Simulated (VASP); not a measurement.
Calculation: PBE GGA, VASP's PBE PAW potentials (set 64) (plane waves; VASP).

VASP ran on this input.

### INCAR
```
! general
SYSTEM=Ca
PREC  =Accurate
ENCUT =500
LREAL =.False.
LASPH =.True.

! electronic loop
EDIFF =1E-6
NELM  =100
ALGO  =Normal

! smearing
ISMEAR=1
SIGMA =0.1

! functional
GGA   =PE

! ions
IBRION=2
NSW   =40
ISIF  =3
EDIFFG=-0.02

! output
LWAVE =.False.
LCHARG=.False.
```

**KPOINTS**
```
Automatic mesh
0
Gamma
11 11 11
0 0 0
```

File POSCAR:
```
Ca
1
    0.0000000000     2.7626331733     2.7626331733
    2.7626331733     0.0000000000     2.7626331733
    2.7626331733     2.7626331733     0.0000000000
Ca
1
Direct
  0.0000000000   0.0000000000   0.0000000000
```

POTCAR, in this order: Ca_sv (PBE.64 set). Program: vasp_std.

Q: What will the output report for the number of irreducible k-points (NKPTS), largest plane-wave count, number of space-group operations, FFT grid (NGX, NGY, NGZ)?

A: 
```yaml
number of irreducible k-points (NKPTS): 56
largest_plane_wave_count: 1082
number_of_space_group_operations: 48
FFT grid (NGX, NGY, NGZ): 28 × 28 × 28
```

The compound is Ca in the fcc structure. It was relaxed first.
